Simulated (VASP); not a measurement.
# Ta: Ta into a neighbouring Ta vacancy, part 2 of 5

Wanted: the minimum-energy path in Ta for this move: Ta into a neighbouring Ta vacancy.

VASP 6.6.1; PBEsol; plane waves and PAW (Ta).

So far. Step 2 (Relax the host): The run ended after 3 ionic steps, 0.013 eV below its first step, once forces and stress met EDIFFG = -0.02.

## Step 3: Relax the start

System of this step: Ta. The cell holds 53 atoms: 53 Ta. Its edges and angles: a = 9.823 Å, b = 9.823 Å, c = 9.823 Å, α = 90.0°, β = 90.0°, γ = 90.0°. It derives from Ta. Nearest the centre at fractional (0.083, 0.083, 0.083): Ta5 at 1.40 Å, Ta11 at 2.67 Å, Ta1 at 2.71 Å, Ta4 at 2.72 Å, Ta3 at 2.73 Å, Ta28 at 2.74 Å, Ta33 at 2.74 Å, Ta37 at 3.54 Å.

A path needs two true minima; the start is relaxed with symmetry off.

Contents of INCAR:

```
SYSTEM = Ta
PREC = Normal
ENCUT = 280
EDIFF = 1E-05
NELM = 120
ISMEAR = 1
SIGMA = 0.15
LREAL = Auto
ALGO = Fast
GGA = PS
NBANDS = 174
LASPH = .TRUE.
LORBIT = 11
LWAVE = .FALSE.
LCHARG = .FALSE.
KPAR = 6
IBRION = 2
NSW = 60
ISIF = 2
EDIFFG = -0.05
POTIM = 0.4
MAXMIX = 40
ISYM = 0
```

Contents of POSCAR:

```
Ta
1.0
    9.8227434096      0.0000000000      0.0000000000
    0.0000000000      9.8227434096      0.0000000000
    0.0000000000      0.0000000000      9.8227434096
Ta
53
Direct
    0.3340369742      0.0016728894      0.0006728000
    0.6640133199      0.0018433870      0.0009088593
   -0.0010932857      0.3345165427      0.0007423026
    0.0005988805      0.0000578703      0.3344464907
    0.1651671791      0.1663349672      0.1656850279
    0.3345526387      0.3334142111     -0.0005954686
    0.3317412965     -0.0005236668      0.3333499115
    0.4994388474      0.1693014985      0.1687164491
    0.6611464930      0.3294871303     -0.0003558519
    0.6658070486      0.0004349966      0.3337758205
    0.8376454458      0.1644024912      0.1658978285
    0.0041592690      0.6679834129      0.0013500574
   -0.0010465638      0.3299777022      0.3336743068
    0.1668886293      0.4975009995      0.1652755550
    0.3331866458      0.6647430664     -0.0002000866
    0.0001944121      0.0000724568      0.6656358108
    0.1678755918      0.1684811638      0.5006532764
    0.3316673421      0.3348230440      0.3323123558
    0.5017900511      0.4978177432      0.1685286052
    0.6666258157      0.6641241003     -0.0006391279
    0.3334434905      0.0005554280      0.6646668422
    0.4977452876      0.1670730390      0.4990496553
    0.6671461776      0.3348797842      0.3299762521
    0.8338512907      0.5024934927      0.1660608750
    0.6650157744      0.0015316369      0.6671827069
    0.8351574328      0.1659637761      0.4969828831
   -0.0002239919      0.6657589200      0.3349119632
    0.1670609208      0.8300127758      0.1642332058
    0.0017994750      0.3347173968      0.6653630729
    0.1666645313      0.5009072283      0.5009537139
    0.3351174422      0.6671888948      0.3331402542
    0.4994729618      0.8354829218      0.1620837224
    0.1663843518      0.1667338579      0.8304311930
    0.3340109721      0.3320072659      0.6684226828
    0.4997442831      0.5013624569      0.5024816766
    0.6674463462      0.6648836187      0.3302500427
    0.8369033830      0.8331067323      0.1652646858
    0.5002937206      0.1662769358      0.8350683725
    0.6667357476      0.3333613287      0.6652117173
    0.8342894167      0.4978949532      0.5013558115
    0.8364362088      0.1635622671      0.8283118660
    0.0012560213      0.6718544187      0.6646286926
    0.1641201363      0.8345325277      0.4982882143
    0.1656363527      0.4992912011      0.8344165380
    0.3325081008      0.6672324615      0.6663072289
    0.4982801727      0.8326821379      0.4980648997
    0.5000132651      0.4977117060      0.8311081008
    0.6696331736      0.6665583788      0.6665569173
    0.8343748680      0.8324764301      0.4995346812
    0.8341989748      0.5005750244      0.8309728996
    0.1683634281      0.8321311540      0.8311830604
    0.4981665508      0.8325381474      0.8366466648
    0.8309398352      0.8336592624      0.8289805282
```

Contents of KPOINTS:

```
Automatic mesh
0
Monkhorst-Pack
2 2 2
0 0 0
```

The projector-augmented-wave data sets are Ta (PBE family, release 64).

Launch:

```bash
$ mpirun -np 6 vasp_std
```

Log:

```text
[banner, memory and clock lines left out]
running    6 mpi-ranks, on    1 nodes
 distrk:  each k-point on    1 cores,    6 groups
 distr:  one band on    1 cores,    1 groups

 POSCAR found type information on POSCAR Ta
 POSCAR found :  1 types and      53 ions
 [... a notice as in an earlier step ...]

 [... a notice as in an earlier step ...]

 LDA part: xc-table for (Slater+PW92), standard interpolation
 POSCAR, INCAR and KPOINTS ok, starting setup
 FFT: planning ... GRIDC
 FFT: planning ... GRID_SOFT
 FFT: planning ... GRID
 WAVECAR not read
 entering main loop
       N       E                     dE             d eps       ncg     rms          rms(c)
DAV:   1     0.188878041409E+03    0.18888E+03   -0.73781E+04  1400   0.781E+02
DAV:   2    -0.613873021604E+03   -0.80275E+03   -0.76258E+03  1656   0.155E+02
DAV:   3    -0.689448577701E+03   -0.75576E+02   -0.66368E+02  1968   0.386E+01
DAV:   4    -0.693334377852E+03   -0.38858E+01   -0.37625E+01  1960   0.952E+00
DAV:   5    -0.693461983441E+03   -0.12761E+00   -0.12682E+00  2144   0.172E+00    0.112E+02
RMM:   6    -0.675492958912E+03    0.17969E+02   -0.25175E+01  1398   0.774E+00    0.565E+01
RMM:   7    -0.683186335095E+03   -0.76934E+01   -0.59443E+01  1713   0.961E+00    0.208E+01
RMM:   8    -0.664218848853E+03    0.18967E+02   -0.25505E+01  1425   0.664E+00    0.266E+00
RMM:   9    -0.665008738612E+03   -0.78989E+00   -0.97449E+00  1818   0.363E+00    0.234E+00
RMM:  10    -0.664844648350E+03    0.16409E+00   -0.62043E-01  1595   0.121E+00    0.147E+00
RMM:  11    -0.664807996473E+03    0.36652E-01   -0.16883E-01  1694   0.516E-01    0.895E-01
RMM:  12    -0.664802402700E+03    0.55938E-02   -0.11346E-01  1737   0.399E-01    0.430E-01
RMM:  13    -0.664799217074E+03    0.31856E-02   -0.20519E-02  1569   0.199E-01    0.284E-01
RMM:  14    -0.664797143623E+03    0.20735E-02   -0.91398E-03  1731   0.117E-01    0.135E-01
RMM:  15    -0.664797008024E+03    0.13560E-03   -0.33616E-03  1751   0.671E-02    0.823E-02
RMM:  16    -0.664796925506E+03    0.82518E-04   -0.66031E-04  1771   0.327E-02    0.468E-02
RMM:  17    -0.664796910171E+03    0.15335E-04   -0.30174E-04  1733   0.204E-02    0.171E-02
RMM:  18    -0.664796907558E+03    0.26127E-05   -0.50901E-05  1186   0.100E-02
   1 F= -.66479691E+03 E0= -.66479957E+03  d E =-.664797E+03
 curvature:   0.00 expect dE= 0.000E+00 dE for cont linesearch  0.000E+00
 trial: gam= 0.00000 g(F)=  0.309E+00 g(S)=  0.000E+00 ort = 0.000E+00 (trialstep = 0.100E+01)
 search vector abs. value=  0.309E+00
 bond charge predicted
       N       E                     dE             d eps       ncg     rms          rms(c)
DAV:   1    -0.665047220376E+03   -0.25031E+00   -0.22153E+01  1456   0.890E+00    0.120E+00
RMM:   2    -0.665049193470E+03   -0.19731E-02   -0.27700E-01  1499   0.887E-01    0.524E-01
RMM:   3    -0.665052435117E+03   -0.32416E-02   -0.10527E-01  1736   0.409E-01    0.428E-01
RMM:   4    -0.665050125245E+03    0.23099E-02   -0.23126E-02  1621   0.208E-01    0.224E-01
RMM:   5    -0.665050410673E+03   -0.28543E-03   -0.10209E-02  1819   0.121E-01    0.134E-01
RMM:   6    -0.665050009048E+03    0.40162E-03   -0.17452E-03  1601   0.549E-02    0.680E-02
RMM:   7    -0.665050030150E+03   -0.21102E-04   -0.95956E-04  1885   0.346E-02    0.374E-02
RMM:   8    -0.665050027426E+03    0.27234E-05   -0.13860E-04  1614   0.154E-02    0.200E-02
RMM:   9    -0.665050026512E+03    0.91444E-06   -0.44528E-05  1111   0.903E-03
   2 F= -.66505003E+03 E0= -.66505559E+03  d E =-.253119E+00
[...]
3 F= -.66522884E+03 E0= -.66524129E+03  d E =-.431934E+00
[...]
4 F= -.66538415E+03 E0= -.66540549E+03  d E =-.155308E+00
[...]
5 F= -.66554048E+03 E0= -.66557604E+03  d E =-.311637E+00
[...]
6 F= -.66554159E+03 E0= -.66557803E+03  d E =-.312750E+00
[...]
7 F= -.66557810E+03 E0= -.66561472E+03  d E =-.365057E-01
[...]
8 F= -.66557847E+03 E0= -.66561506E+03  d E =-.368751E-01
 curvature:  -1.15 expect dE=-0.351E-02 dE for cont linesearch -0.174E-07
 trial: gam= 0.05593 g(F)=  0.306E-02 g(S)=  0.000E+00 ort =-0.235E-04 (trialstep = 0.198E+01)
 search vector abs. value=  0.317E-02
 bond charge predicted
       N       E                     dE             d eps       ncg     rms          rms(c)
DAV:   1    -0.665582021056E+03   -0.35592E-02   -0.87355E-01  1440   0.178E+00    0.217E-01
RMM:   2    -0.665582086969E+03   -0.65913E-04   -0.90259E-03  1542   0.163E-01    0.896E-02
RMM:   3    -0.665582263457E+03   -0.17649E-03   -0.34106E-03  1815   0.710E-02    0.621E-02
RMM:   4    -0.665582223765E+03    0.39692E-04   -0.58632E-04  1660   0.329E-02    0.283E-02
RMM:   5    -0.665582228979E+03   -0.52141E-05   -0.22413E-04  1852   0.184E-02    0.169E-02
RMM:   6    -0.665582223836E+03    0.51431E-05   -0.27726E-05   951   0.792E-03
   9 F= -.66558222E+03 E0= -.66561844E+03  d E =-.375772E-02
 trial-energy change:   -0.003758  1 .order   -0.003699   -0.006058   -0.001339
 step:   2.4963(harm=  2.5450)  dis= 0.00572  next Energy=  -665.582398 (dE=-0.393E-02)
 reached required accuracy - stopping structural energy minimisation
```

The job ended after 4.1 min (6 MPI ranks of Intel Xeon 6975P-C (Granite Rapids), shared host; peak memory 2.5 GiB; 24 min of CPU time).

OUTCAR, selected parts (step 3):

```text
 Found      4 irreducible k-points:

   k-points           NKPTS =      4   k-points in BZ     NKDIM =      4   number of bands    NBANDS=    174

   dimension x,y,z NGX =    40 NGY =   40 NGZ =   40
   dimension x,y,z NGXF=    80 NGYF=   80 NGZF=   80

   ENCUT  =  280.0 eV  20.58 Ry    4.54 a.u.  13.40 13.40 13.40*2*pi/ulx,y,z

   NELECT =     265.0000    total number of electrons

 E-fermi :   5.6863

 k-point     1 :       0.2500    0.2500    0.2500
  band No.  band energies     occupation
    ...
    129       5.5548      2.01425
    130       5.5922      1.86399
    131       5.5926      1.86189
    132       5.6319      1.57136
    133       5.6489      1.40864
    134       5.7719      0.18726
    135       5.7726      0.18298
    136       5.8454     -0.06059
    137       5.8531     -0.06633
    138       5.8537     -0.06667
    ...

 k-point     2 :      -0.2500    0.2500    0.2500
  band No.  band energies     occupation
    ...
    129       5.5550      2.01382
    130       5.5926      1.86172
    131       5.5931      1.85902
    132       5.6317      1.57307
    133       5.6494      1.40346
    134       5.7720      0.18681
    135       5.7724      0.18439
    136       5.8455     -0.06071
    137       5.8530     -0.06631
    138       5.8535     -0.06660
    ...

  Total       -7.6977257     -7.6981119     -7.7214735     -0.0248327      0.0311549      0.0462952
  in kB      -13.0129156    -13.0135685    -13.0530611     -0.0419794      0.0526671      0.0782614
  external PRESSURE =     -13.0265151 kB  Pullay stress =       0.0000000 kB

  energy-cutoff  :      280.00
  volume of cell :      947.76
      direct lattice vectors                 reciprocal lattice vectors
     9.822743410  0.000000000  0.000000000     0.101804553  0.000000000  0.000000000
     0.000000000  9.822743410  0.000000000     0.000000000  0.101804553  0.000000000
     0.000000000  0.000000000  9.822743410     0.000000000  0.000000000  0.101804553

 POSITION                                       TOTAL-FORCE (eV/Angst)
 -----------------------------------------------------------------------------------
      3.37194      9.81958      9.81694        -0.008448      0.009848      0.000522
      6.45029      9.81989      9.81469         0.021472      0.010440      0.011447
      0.00287      3.37143      9.81618        -0.012013     -0.016549      0.004062
      0.00086      9.82040      3.36529         0.005138      0.004909     -0.005803
      1.55193      1.55030      1.54783         0.007192      0.004352     -0.007124
      3.24983      3.24885      9.81818         0.010609      0.001240     -0.006242
      3.25282      0.00073      3.24549        -0.002364     -0.014943     -0.001131
      4.91329      1.65842      1.65194        -0.007126      0.004229      0.019170
      6.57300      3.25063      9.81728        -0.000360     -0.009647     -0.005560
      6.57371      9.82246      3.24499        -0.002558     -0.006563     -0.002085
      8.27318      1.55055      1.54426        -0.006667      0.003398      0.003935
      9.82258      6.45064      9.81593         0.008098      0.006380      0.006238
      0.00158      3.25040      3.24543        -0.000142     -0.003817     -0.002483
      1.66228      4.91159      1.65402        -0.006198     -0.005421      0.006238
      3.25158      6.57334      9.81701         0.006728     -0.020037      0.000020
      0.00064      9.82150      6.44611         0.001809      0.002663      0.001054
      1.66115      1.65917      4.90476        -0.000737      0.002636      0.005825
      3.26194      3.25751      3.25282        -0.005200      0.002475      0.005386
      4.91338      4.90978      1.59419        -0.006917      0.008922      0.005345
      6.57441      6.57237      9.81793        -0.007489     -0.011324     -0.009476
      3.25031      0.00039      6.56650         0.011198     -0.013843     -0.003296
      4.91337      1.59902      4.90705        -0.006795      0.010495     -0.009927
      6.56465      3.25683      3.25280         0.000068      0.004394      0.002567
      8.16404      4.90907      1.65490         0.002101      0.011071     -0.005570
      6.57464      9.82226      6.56595        -0.016317     -0.005881     -0.002762
      8.16367      1.65892      4.90495         0.002621      0.003859      0.003931
      0.00171      6.57264      3.24355         0.000305     -0.015498      0.008651
      1.55386      8.26929      1.54754         0.001394     -0.002417     -0.003954
      9.82217      3.24946      6.56613         0.011866     -0.001222      0.000501
      1.60155      4.91025      4.90563         0.006570     -0.000937      0.001580
      3.26153      6.56002      3.25533         0.000594      0.008677     -0.009869
      4.91284      8.16048      1.65596        -0.003533      0.008272     -0.007088
      1.55067      1.54821      8.26714         0.008565      0.015244     -0.008533
      3.26108      3.25924      6.55626        -0.003364     -0.010180      0.006415
      4.91373      4.90853      4.90362        -0.005230      0.010071      0.011546
      6.56499      6.56216      3.25333         0.001995      0.000509     -0.002399
      8.27259      8.27345      1.54368         0.000479     -0.014205      0.008135
      4.91104      1.66010      8.15649         0.004939     -0.005260      0.000933
[...]
-----------------------------------------------------------------------------------
    total drift:                               -0.000904      0.000349     -0.000923

  FREE ENERGIE OF THE ION-ELECTRON SYSTEM (eV)
  ---------------------------------------------------
  free  energy   TOTEN  =      -665.5822238360 eV

  energy  without entropy=     -665.6908823104  energy(sigma->0) =     -665.61844333

 total charge
# of ion       s       p       d       tot
------------------------------------------
    1        0.713   0.762   3.480   4.955
    2        0.713   0.762   3.482   4.957
    3        0.713   0.762   3.481   4.956
    4        0.713   0.762   3.482   4.956
    5        0.686   0.693   3.324   4.703
    6        0.686   0.736   3.448   4.871
    7        0.686   0.736   3.448   4.870
    8        0.691   0.715   3.535   4.942
    9        0.686   0.736   3.450   4.873
   10        0.686   0.737   3.447   4.870
   11        0.686   0.694   3.321   4.701
   12        0.713   0.762   3.479   4.954
   13        0.686   0.736   3.449   4.871
   14        0.691   0.716   3.534   4.941
   15        0.686   0.736   3.448   4.870
   16        0.713   0.762   3.481   4.956
   17        0.691   0.716   3.534   4.941
   18        0.682   0.735   3.433   4.850
   19        0.686   0.753   3.417   4.857
   20        0.686   0.737   3.446   4.869
   21        0.686   0.736   3.448   4.870
   22        0.686   0.753   3.419   4.858
   23        0.682   0.734   3.435   4.852
   24        0.691   0.716   3.535   4.941
   25        0.686   0.736   3.448   4.871
   26        0.691   0.715   3.535   4.942
   27        0.686   0.736   3.447   4.870
   28        0.686   0.693   3.324   4.703
   29        0.686   0.736   3.446   4.868
   30        0.686   0.753   3.418   4.857
   31        0.682   0.734   3.436   4.852
   32        0.691   0.716   3.534   4.941
   33        0.686   0.693   3.322   4.701
   34        0.682   0.734   3.434   4.850
   35        0.673   0.714   3.432   4.819
   36        0.682   0.734   3.435   4.851
   37        0.686   0.693   3.323   4.702
[...]
--------------------------------------------------
tot         36.540  38.645 182.669 257.853

[... 1 part as in an earlier step ...]

[... 5 further parts left out ...]
```

Step by step:

| step | energy less that of the first step (eV) | largest force (eV/Å) |
| --- | --- | --- |
| 1 | 0.0000 | 0.8478 |
| 2 | -0.2531 | 0.5542 |
| 3 | -0.4319 | 0.5023 |
| 4 | -0.5872 | 0.4352 |
| 5 | -0.7436 | 0.2339 |
| 6 | -0.7447 | 0.2404 |
| 7 | -0.7812 | 0.0938 |
| 8 | -0.7816 | 0.0824 |
| 9 | -0.7853 | 0.0265 |

The atoms that moved most (Å):

| atom | dx | dy | dz | length |
| --- | --- | --- | --- | --- |
| Ta53 | 0.110 | 0.082 | 0.121 | 0.183 |
| Ta51 | -0.102 | 0.095 | 0.100 | 0.172 |
| Ta33 | -0.084 | -0.090 | 0.110 | 0.165 |
| Ta28 | -0.087 | 0.116 | -0.066 | 0.159 |
| Ta41 | 0.055 | -0.057 | 0.131 | 0.153 |
| Ta5 | -0.070 | -0.084 | -0.080 | 0.135 |
| Ta37 | 0.052 | 0.090 | -0.080 | 0.131 |
| Ta12 | -0.041 | -0.111 | -0.020 | 0.120 |

Numbers from this step:

```
electronic cycles       : 75
electrons               : 265
free energy (TOTEN)     : -665.5822 eV
energy at zero smearing : -665.6184 eV
Fermi energy            : 5.686 eV
```

The run ended after 9 ionic steps, 0.785 eV below its first step, once the forces on the free atoms met EDIFFG = -0.05.

(Continued in part 3 of 5.)

[Lines on the potential files, build, host, timing and source positions are cut from VASP's logs without a mark.]

[Logs are printed without paths, hosts, clocks, repeated set-up lines and the standing remarks that a program may print on its own settings, such as how far it seeks lower states.]

[Hosts, paths, dates, database ids (printed as entryN), source tags and the programs' standing remarks are cut or masked in the printed files.]

[Runs that stopped without an error message from VASP are left out.]
